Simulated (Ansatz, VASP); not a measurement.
## Two plane-wave programs on MgVOF2

File INCAR:

```
SYSTEM = MgVOF2
  ALGO = Normal
  EDIFF = 1E-7
  ENCUT = 520
  GGA = PE
  ISIF = 2
  ISMEAR = -1
  ISPIN = 2
  LASPH = .TRUE.
  LCHARG = .FALSE.
  LMAXMIX = 4
  LORBIT = 11
  LREAL = .FALSE.
  LWAVE = .FALSE.
  MAGMOM = 2 0 0 0 0
  NBANDS = 30
  NELM = 100
  PREC = Accurate
  SIGMA = 0.05
```

Contents of KPOINTS:

```
k-points
0
G
  7 7 8
  0 0 0
```

Contents of POSCAR:

```
MgVOF2
1.0
    4.7059390155     -2.0336338977      0.0000000000
    4.7059390155      2.0336338977      0.0000000000
   -0.0630568251      0.0000000000      3.3789322612
V Mg F O
1 1 2 1
Direct
    0.9796331700      0.9796331700      0.0070732300
    0.6370641800      0.6370641800      0.5168424700
    0.1234130900      0.1234130900      0.5158499700
    0.8407057700      0.8407057700      0.4996860200
    0.5385158700      0.5385158700      0.0119623000
```

The input input.yaml:

```yaml
crystal:
  lattice:
    - [4.7059390155, -2.0336338977, 0.0]
    - [4.7059390155, 2.0336338977, 0.0]
    - [-0.0630568251, 0.0, 3.3789322612]
  atoms:
    - { symbol: V, position: [0.97963317, 0.97963317, 0.00707323], spin: 2.0 }
    - { symbol: Mg, position: [0.63706418, 0.63706418, 0.51684247] }
    - { symbol: F, position: [0.12341309, 0.12341309, 0.51584997] }
    - { symbol: F, position: [0.84070577, 0.84070577, 0.49968602] }
    - { symbol: O, position: [0.53851587, 0.53851587, 0.0119623] }
hamiltonian:
  xc: pbe
  pseudopotentials: { kind: paw }
magnetization:
  spin_polarized: true
kpoints:
  mp_grid: { grid: [7, 7, 8] }
scf:
  occupations: { method: fermi_dirac, width: 0.05 }
output:
  forces: true
  stress: true
  eigenvalues: true
```

Change from the starting cell: volume scaled by 0.94.

Alike in both runs: task single point; functional PBE; k mesh 7 × 7 × 8; occupations fermi-dirac, width 0.05 eV; collinear spin, ferromagnetic start.

```csv
,VASP,Ansatz
version,VASP 6.6.1,Ansatz 0.2.0
potentials or method,"VASP PAW PBE potentials, release 64 (V_sv, Mg, F, O)",Ansatz PAW
plane-wave cutoff (eV),520,420
valence electrons in the cell,35,43
```

VASP gave:

| Property | Result |
| --- | --- |
| gap on the k mesh at the Fermi level (eV) | none |
| pressure (GPa) | 3.6 |
| largest component of the traceless stress (GPa) | 1.59 |
| rms of the force components (eV/Å) | 0.137 |
| net moment per atom (μB) | 0.60 |
| size of the moment on the site where the two differ most (μB) | 2.64 |

Estimate Ansatz's values.

gap on the k mesh at the Fermi level (eV): none; pressure (GPa): 3.7; largest component of the traceless stress (GPa): 1.46; rms of the force components (eV/Å): 0.148; net moment per atom (μB): 0.60; size of the moment on the site where the two differ most (μB): 2.21.

Site moments also hang on the region over which each program counts them. Atom by atom the forces differ by 0.017 eV/Å (rms over components). A gap of «none» marks a metal or a gap that the smearing closes. The two sets of potentials don't hold the same shells in valence.

Caveats: semilocal functionals often make such compounds metallic where correlation or magnetic order opens a gap, which also shifts bond lengths; the pressure holds a Pulay correction of +0.6 GPa for the finite cutoff (Ansatz).
